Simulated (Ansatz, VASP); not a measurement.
KLi15S8 (a cell with a defect): VASP beside Ansatz

The input INCAR:

```
SYSTEM = KLi15S8
ALGO = Normal
EDIFF = 1E-8
ENCUT = 520
GGA = PE
ISIF = 2
ISMEAR = -1
LASPH = .True.
LCHARG = .False.
LEFG = .True.
LREAL = Auto
LWAVE = .False.
NBANDS = 69
NELM = 100
PREC = Accurate
SIGMA = 0.01
```

Contents of KPOINTS:

```
k-points
0
Gamma
  3 3 3
  0 0 0
```

Contents of POSCAR:

```
KLi15S8
1.0
    0.0000000000      5.6890000000      5.6890000000
    5.6890000000      0.0000000000      5.6890000000
    5.6890000000      5.6890000000      0.0000000000
K Li S
1 15 8
Direct
    0.1250000000      0.1250000000      0.1250000000
    0.1250000000      0.1250000000      0.6250000000
    0.1250000000      0.6250000000      0.1250000000
    0.1250000000      0.6250000000      0.6250000000
    0.6250000000      0.1250000000      0.1250000000
    0.6250000000      0.1250000000      0.6250000000
    0.6250000000      0.6250000000      0.1250000000
    0.6250000000      0.6250000000      0.6250000000
    0.3750000000      0.3750000000      0.3750000000
    0.3750000000      0.3750000000      0.8750000000
    0.3750000000      0.8750000000      0.3750000000
    0.3750000000      0.8750000000      0.8750000000
    0.8750000000      0.3750000000      0.3750000000
    0.8750000000      0.3750000000      0.8750000000
    0.8750000000      0.8750000000      0.3750000000
    0.8750000000      0.8750000000      0.8750000000
    0.0000000000      0.0000000000      0.0000000000
    0.0000000000      0.0000000000      0.5000000000
    0.0000000000      0.5000000000      0.0000000000
    0.0000000000      0.5000000000      0.5000000000
    0.5000000000      0.0000000000      0.0000000000
    0.5000000000      0.0000000000      0.5000000000
    0.5000000000      0.5000000000      0.0000000000
    0.5000000000      0.5000000000      0.5000000000
```

Input for Ansatz:

```yaml
crystal:
  lattice:
    - [0.0, 5.689, 5.689]
    - [5.689, 0.0, 5.689]
    - [5.689, 5.689, 0.0]
  atoms:
    - { symbol: K, position: [0.125, 0.125, 0.125] }
    - { symbol: Li, position: [0.125, 0.125, 0.625] }
    - { symbol: Li, position: [0.125, 0.625, 0.125] }
    - { symbol: Li, position: [0.125, 0.625, 0.625] }
    - { symbol: Li, position: [0.625, 0.125, 0.125] }
    - { symbol: Li, position: [0.625, 0.125, 0.625] }
    - { symbol: Li, position: [0.625, 0.625, 0.125] }
    - { symbol: Li, position: [0.625, 0.625, 0.625] }
    - { symbol: Li, position: [0.375, 0.375, 0.375] }
    - { symbol: Li, position: [0.375, 0.375, 0.875] }
    - { symbol: Li, position: [0.375, 0.875, 0.375] }
    - { symbol: Li, position: [0.375, 0.875, 0.875] }
    - { symbol: Li, position: [0.875, 0.375, 0.375] }
    - { symbol: Li, position: [0.875, 0.375, 0.875] }
    - { symbol: Li, position: [0.875, 0.875, 0.375] }
    - { symbol: Li, position: [0.875, 0.875, 0.875] }
    - { symbol: S, position: [0.0, 0.0, 0.0] }
    - { symbol: S, position: [0.0, 0.0, 0.5] }
    - { symbol: S, position: [0.0, 0.5, 0.0] }
    - { symbol: S, position: [0.0, 0.5, 0.5] }
    - { symbol: S, position: [0.5, 0.0, 0.0] }
    - { symbol: S, position: [0.5, 0.0, 0.5] }
    - { symbol: S, position: [0.5, 0.5, 0.0] }
    - { symbol: S, position: [0.5, 0.5, 0.5] }
kpoints:
  mp_grid: { grid: [3, 3, 3] }
scf:
  occupations: { method: fermi_dirac, width: 0.01 }
hamiltonian:
  xc: pbe
  pseudopotentials: { kind: paw }
output:
  forces: true
  stress: true
  populations: true
  efg:
    quadrupole_moments_barn: { K: 0.0603, Li: -0.0401, S: -0.0694 }
    contact_densities: true
```

Alike in both runs: task electric field gradients; functional PBE; k mesh 3 × 3 × 3; occupations fermi-dirac, width 0.01 eV; no spin polarisation.

```csv
,VASP,Ansatz
version,VASP 6.6.1,Ansatz 0.2.0
potentials or method,"VASP PAW PBE potentials, release 64 (K_sv, Li_sv, S)","plane-wave PAW, scalar-relativistic"
plane-wave cutoff (eV),520,420
valence electrons in the cell,102,102
```

Ansatz gave:

```
gap on the k mesh at the Fermi level (eV)                      : 3.47
rms of the force components (eV/Å)                             : 0.699
Vzz of the field gradient on the site that differs most (V/Å²) : -52.6
```

**Question.** Which values does VASP return?

**Answer.** gap on the k mesh at the Fermi level (eV): 3.47; rms of the force components (eV/Å): 0.714; Vzz of the field gradient on the site that differs most (V/Å²): -52.1.

Atom by atom the forces differ by 0.014 eV/Å (rms over components). With one functional, cell and mesh, what is left measures potentials, basis and numerics.
